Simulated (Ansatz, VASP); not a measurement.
## TePt in two plane-wave programs

Aim: how closely do two programs agree when they are given the same cell, functional and k mesh? The cell is taken from a series of runs on this material, whose earlier steps may have relaxed, scaled, displaced or heated it; both programs get it as it stands.

Method: plane waves, with VASP 6.6.1 beside it; relaxation of cell and atoms at PBEsol, in Ansatz 0.2.0.

## (1) Starting point

It takes space group R-3m (No. 166, trigonal). Conventional cell: a = 3.961 Å, b = 3.961 Å, c = 19.872 Å, α = 90.00°, β = 90.00°, γ = 120.00°. Nearest to Te lie 3 Pt at 2.60 Å. Nearest to Pt lie 3 Te at 2.60 Å and 3 Pt at 2.71 Å. Farther neighbours and most contacts between anions are not listed.

Structure file:

```cif
data_structure
_symmetry_space_group_name_H-M 'P 1'
_symmetry_Int_Tables_number 1
_cell_length_a 7.0076
_cell_length_b 7.0076
_cell_length_c 7.0076
_cell_angle_alpha 32.834
_cell_angle_beta 32.834
_cell_angle_gamma 32.834
_cell_volume 90.01
loop_
_atom_site_label
_atom_site_type_symbol
_atom_site_fract_x
_atom_site_fract_y
_atom_site_fract_z
_atom_site_occupancy
Te1 Te 0.59842 0.59842 0.59842 1
Te2 Te 0.40158 0.40158 0.40158 1
Pt3 Pt 0.86995 0.86995 0.86995 1
Pt4 Pt 0.13005 0.13005 0.13005 1
```

## (2) VASP: relaxation of cell and atoms, PBEsol

The relaxed volume is the usual yardstick between codes: in a stiff, nearly cubic crystal its relative difference is about their pressure difference at one cell divided by the bulk modulus.

Lines of VASP's logs that name or quote its potential files are left out, and so is its time.

Contents of INCAR:

```
SYSTEM = TePt
PREC = Accurate
ENCUT = 500
EDIFF = 1E-07
NELM = 120
ISMEAR = 1
SIGMA = 0.2
LREAL = .FALSE.
ALGO = Normal
GGA = PS
NBANDS = 22
LASPH = .TRUE.
LORBIT = 11
LWAVE = .FALSE.
LCHARG = .FALSE.
ISIF = 3
IBRION = 2
NSW = 80
EDIFFG = -0.005
GGA_COMPAT = .FALSE.
NELMIN = 4
KPAR = 2
```

Contents of POSCAR:

```
TePt
1.0
    1.9805520000      1.1434720000      6.6239590000
   -1.9805520000      1.1434720000      6.6239590000
    0.0000000000     -2.2869440000      6.6239590000
Te Pt
2 2
Direct
    0.5984159423      0.5984159423      0.5984159423
    0.4015840577      0.4015840577      0.4015840577
    0.8699481181      0.8699481181      0.8699481181
    0.1300518819      0.1300518819      0.1300518819
```

Contents of KPOINTS:

```
Automatic mesh
0
Gamma
9 9 9
0 0 0
```

PAW data sets: Te and Pt (PBE family, release 64).

The run is started by

```console
$ mpirun -np 2 vasp_std
```

Numbers of over 12 decimals in the logs are rounded to 6 here.

The log of the run:

```text
[banner, memory and clock lines left out]
running    2 mpi-ranks, on    1 nodes
 distrk:  each k-point on    1 cores,    2 groups
 distr:  one band on    1 cores,    1 groups

 POSCAR found type information on POSCAR TePt
 POSCAR found :  2 types and       4 ions
|                                                                             |
|               ----> ADVICE to this user running VASP <----                  |
|                                                                             |
|     You enforced a specific xc type in the INCAR file but a different       |
|     [... a line on the potential file left out ...]
|     I HOPE YOU KNOW WHAT YOU ARE DOING!                                     |
|                                                                             |

 LDA part: xc-table for (Slater+PW92), standard interpolation
 POSCAR, INCAR and KPOINTS ok, starting setup
 FFT: planning ... GRIDC
 FFT: planning ... GRID_SOFT
 FFT: planning ... GRID
 WAVECAR not read
 entering main loop
       N       E                     dE             d eps       ncg     rms          rms(c)
DAV:   1     0.164911218427E+03    0.16491E+03   -0.13903E+04  3740   0.125E+03
DAV:   2    -0.154377801814E+02   -0.18035E+03   -0.16854E+03  4494   0.237E+02
DAV:   3    -0.230047148375E+02   -0.75669E+01   -0.73891E+01  4522   0.481E+01
DAV:   4    -0.231186660458E+02   -0.11395E+00   -0.11387E+00  4534   0.652E+00
DAV:   5    -0.231207271373E+02   -0.20611E-02   -0.20609E-02  4540   0.845E-01    0.165E+01
DAV:   6    -0.225219183516E+02    0.59881E+00   -0.19557E+00  4136   0.115E+01    0.936E+00
DAV:   7    -0.224018187565E+02    0.12010E+00   -0.39401E-01  3854   0.554E+00    0.314E+00
DAV:   8    -0.223591607589E+02    0.42658E-01   -0.12833E-01  4100   0.304E+00    0.114E+00
DAV:   9    -0.223585644252E+02    0.59633E-03   -0.12832E-02  4342   0.704E-01    0.456E-01
DAV:  10    -0.223579943102E+02    0.57011E-03   -0.32496E-03  4346   0.394E-01    0.101E-01
DAV:  11    -0.223579588680E+02    0.35442E-04   -0.17630E-04  4306   0.827E-02    0.464E-02
DAV:  12    -0.223579587487E+02    0.11927E-06   -0.17922E-05  4454   0.301E-02    0.369E-02
DAV:  13    -0.223579578139E+02    0.93482E-06   -0.24409E-06  4236   0.118E-02    0.130E-02
DAV:  14    -0.223579574107E+02    0.40324E-06   -0.90026E-07  4376   0.625E-03    0.121E-03
DAV:  15    -0.223579574059E+02    0.48353E-08   -0.11523E-07  2392   0.240E-03
   1 F= -.22357957E+02 E0= -.22358373E+02  d E =-.223580E+02
[...]
2 F= -.22357851E+02 E0= -.22358270E+02  d E =0.106030E-03
[...]
3 F= -.22358004E+02 E0= -.22358420E+02  d E =-.462500E-04
[...]
4 F= -.22358004E+02 E0= -.22358420E+02  d E =-.462295E-04
 curvature:  -0.17 expect dE=-0.108E-05 dE for cont linesearch -0.959E-09
 trial: gam= 0.02981 g(F)=  0.610E-05 g(S)=  0.272E-06 ort =-0.120E-05 (trialstep = 0.868E+00)
 search vector abs. value=  0.653E-05
 bond charge predicted
       N       E                     dE             d eps       ncg     rms          rms(c)
DAV:   1    -0.223580068530E+02   -0.31667E-05   -0.96337E-04  3752   0.156E-01    0.657E-03
DAV:   2    -0.223580074742E+02   -0.62124E-06   -0.13745E-05  4490   0.244E-02    0.341E-03
DAV:   3    -0.223580072494E+02    0.22488E-06   -0.48717E-07  4052   0.425E-03    0.230E-03
DAV:   4    -0.223580071326E+02    0.11674E-06   -0.15714E-07  2514   0.241E-03    0.801E-04
DAV:   5    -0.223580071236E+02    0.89776E-08   -0.30087E-08  1954   0.111E-03
   5 F= -.22358007E+02 E0= -.22358419E+02  d E =-.348828E-05
 trial-energy change:   -0.000003  1 .order   -0.000004   -0.000006   -0.000002
 step:   1.2840(harm=  1.2840)  dis= 0.00043  next Energy=   -22.358008 (dE=-0.407E-05)
 reached required accuracy - stopping structural energy minimisation
```

From OUTCAR (step 2):

```text
ion  position               nearest neighbor table
   1  0.598  0.598  0.598-   3 2.60   3 2.60   3 2.60   4 3.53   4 3.53   4 3.53   2 3.55   2 3.55
                             2 3.55
   2  0.402  0.402  0.402-   4 2.60   4 2.60   4 2.60   3 3.53   3 3.53   3 3.53   1 3.55   1 3.55
                             1 3.55
   3  0.870  0.870  0.870-   1 2.60   1 2.60   1 2.60   4 2.71   4 2.71   4 2.71   2 3.53   2 3.53
                             2 3.53
   4  0.130  0.130  0.130-   2 2.60   2 2.60   2 2.60   3 2.71   3 2.71   3 2.71   1 3.53   1 3.53
                             1 3.53

  LATTYP: Found a trigonal (rhomboedric) cell.
 ALAT       =     7.0076349272
 COS(alpha) =     0.8402431248

 Subroutine GETGRP returns: Found 12 space group operations
 (whereof 12 operations were pure point group operations)

The static configuration has the point symmetry D_3d.

 Found     85 irreducible k-points:

   k-points           NKPTS =     85   k-points in BZ     NKDIM =     85   number of bands    NBANDS=     22

   dimension x,y,z NGX =    54 NGY =   54 NGZ =   54
   dimension x,y,z NGXF=   108 NGYF=  108 NGZF=  108

   ENCUT  =  500.0 eV  36.75 Ry    6.06 a.u.  12.78 12.78 12.78*2*pi/ulx,y,z

   NELECT =      32.0000    total number of electrons

 k-points in reciprocal lattice and weights: Automatic mesh
   0.00000000  0.00000000  0.00000000       0.001
   0.11111111  0.00000000  0.00000000       0.008
   0.22222222  0.00000000  0.00000000       0.008
   0.33333333  0.00000000  0.00000000       0.008
   0.44444444  0.00000000  0.00000000       0.008
   0.11111111  0.11111111  0.00000000       0.008
   0.22222222  0.11111111  0.00000000       0.016
   0.33333333  0.11111111  0.00000000       0.016
   0.44444444  0.11111111  0.00000000       0.016
[...]
0.44444444  0.44444444  0.44444444       0.003
  -0.44444444  0.44444444  0.44444444       0.008

 average (electrostatic) potential at core
       1 -86.3895       2 -86.3895       3 -65.4457       4 -65.4457

 E-fermi :   8.3628

 k-point     1 :       0.0000    0.0000    0.0000
  band No.  band energies     occupation
    ...
      9       5.3392      2.00000
     10       5.3392      2.00000
     11       6.4534      2.00000
     12       6.4534      2.00000
     13       6.6677      2.00000
     14       9.0391     -0.00002
     15       9.0391     -0.00002
     16       9.2912     -0.00000
     17       9.6350     -0.00000
     18      11.2695     -0.00000
    ...

 k-point     2 :       0.1111    0.0000    0.0000
  band No.  band energies     occupation
    ...
     10       5.1487      2.00000
     11       6.4295      2.00000
     12       6.4675      2.00000
     13       6.7300      2.00000
     14       7.9363      2.01017
     15       8.9732     -0.00014
     16       9.5679     -0.00000
     17      10.2537     -0.00000
     18      10.5378     -0.00000
     19      10.9246     -0.00000
    ...

 k-point     3 :       0.2222    0.0000    0.0000
  band No.  band energies     occupation
    ...
     11       6.2450      2.00000
     12       6.3470      2.00000
     13       6.6243      2.00000
     14       6.9116      2.00000
     15       8.2532      1.79104
     16       8.7913     -0.00982
     17       9.7472     -0.00000
     18      10.2248     -0.00000
     19      11.5319     -0.00000
     20      13.0318      0.00000
    ...

  Total       -0.0023045     -0.0023045      0.0007153      0.0000000      0.0000000      0.0000000
  in kB       -0.0410627     -0.0410627      0.0127460      0.0000000      0.0000000      0.0000000
  external PRESSURE =      -0.0231265 kB  Pullay stress =       0.0000000 kB

  energy-cutoff  :      500.00
  volume of cell :       89.92
      direct lattice vectors                 reciprocal lattice vectors
     1.979751264  1.143009695  6.622518981     0.252556980  0.145813870  0.050333315
    -1.979751264  1.143009695  6.622518981    -0.252556980  0.145813870  0.050333315
     0.000000000 -2.286019390  6.622518981     0.000000000 -0.291627739  0.050333315

 POSITION                                       TOTAL-FORCE (eV/Angst)
 -----------------------------------------------------------------------------------
      0.00000      0.00000     11.88910         0.000000      0.000000      0.001822
      0.00000      0.00000      7.97846        -0.000000     -0.000000     -0.001822
      0.00000      0.00000     17.28334        -0.000000     -0.000000     -0.001704
      0.00000      0.00000      2.58422         0.000000     -0.000000      0.001704
 -----------------------------------------------------------------------------------
    total drift:                               -0.000000     -0.000000      0.000000

  FREE ENERGIE OF THE ION-ELECTRON SYSTEM (eV)
  ---------------------------------------------------
  free  energy   TOTEN  =       -22.3580071236 eV

  energy  without entropy=      -22.3592437508  energy(sigma->0) =      -22.35841933

 reached required accuracy - stopping structural energy minimisation

 total charge
# of ion       s       p       d       tot
------------------------------------------
    1        1.392   1.845   0.091   3.327
    2        1.392   1.845   0.091   3.327
    3        0.684   0.596   8.139   9.419
    4        0.684   0.596   8.139   9.419
--------------------------------------------------
tot          4.152   4.882  16.458  25.493

[... 3 further parts left out ...]
```

CONTCAR:

```
TePt
   1.00000000000000
     1.9797512635441705    1.1430096948710533    6.6225189810552667
    -1.9797512635441705    1.1430096948710533    6.6225189810552667
     0.0000000000000000   -2.2860193897421066    6.6225189810552667
  Te              Pt
     2     2
Direct
     0.5984176470089132    0.5984176470089132    0.5984176470089132
     0.4015823529910868    0.4015823529910868    0.4015823529910868
     0.8699276310521938    0.8699276310521938    0.8699276310521938
     0.1300723689478060    0.1300723689478060    0.1300723689478060
```

The run keeps the 12 symmetry operations of its start, so it cannot find a distortion of lower symmetry.

(Part 1 of 2 ends here.)

[Lines on the potential files, build, host, timing and source positions are cut from VASP's logs without a mark.]

[Logs are printed without paths, hosts, clocks, repeated set-up lines and the standing remarks that a program may print on its own settings, such as how far it seeks lower states.]

[Hosts, paths, dates, database ids (printed as entryN), source tags and the programs' standing remarks are cut or masked in the printed files.]
